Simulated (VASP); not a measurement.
Energy against volume of HfC (rock salt). All values below come from SCAN meta-GGA, VASP's PBE PAW potentials (set 64) (plane waves; VASP).

| V (Å³/atom) | E (eV/atom) |
|---|---|
| 11.539 | -37.43999 |
| 11.907 | -37.46980 |
| 12.275 | -37.47894 |
| 12.643 | -37.46988 |
| 13.012 | -37.44604 |

**Question.** Fit a third-order Birch-Murnaghan equation of state.

**Answer.** 
volume per atom: 12.27 Å³/atom
bulk modulus: 258 GPa
pressure derivative of the bulk modulus: 4.45
lattice constant a: 4.612 Å

Measured: a 4.638 Å (computed value off by -0.6 %), as given by Guo-Xu Zhang et al., New Journal of Physics (2018), doi:10.1088/1367-2630/aac7f0. The calculation is for a static lattice, while the measured a holds thermal and zero-point effects, which are part of the difference.

The compound is HfC in the rock salt structure. It was relaxed first.
